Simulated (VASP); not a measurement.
Input:

```
CdMgTe2
1.0
    2.28784     1.32089     7.43607
   -2.28784     1.32089     7.43607
    0.00000    -2.64178     7.43607
Mg Cd Te
1 1 2
Direct
  0.50087   0.50087   0.50087
  0.99955   0.99955   0.99955
  0.87357   0.87357   0.87357
  0.37600   0.37600   0.37600
```

Calculation: PBEsol GGA, VASP's PBE PAW potentials (set 64) (plane waves; VASP). Run with 400 eV cut-off, 6×6×6 Γ-centred mesh, tetrahedra with Blöchl corrections, potentials Mg Cd Te.

The cores are frozen, which limits the accuracy of field gradients.

Problem. Give the principal components of the electric field gradient (V/Å²) and the asymmetry η at each nucleus.

Solution. 
```json
[
 {"atom": "Mg1", "Vxx": "-0.3", "Vyy": "-0.3", "Vzz": "0.7", "η": "0.00"},
 {"atom": "Cd2", "Vxx": "0.6", "Vyy": "0.6", "Vzz": "-1.1", "η": "0.00"},
 {"atom": "Te3", "Vxx": "-49.1", "Vyy": "-49.1", "Vzz": "98.2", "η": "0.00"},
 {"atom": "Te4", "Vxx": "47.6", "Vyy": "47.6", "Vzz": "-95.1", "η": "0.00"}
]
```

The structure comes from a computed database's MgCdTe2 entry (R3m); how it stands against other phases isn't given here. It was relaxed first.
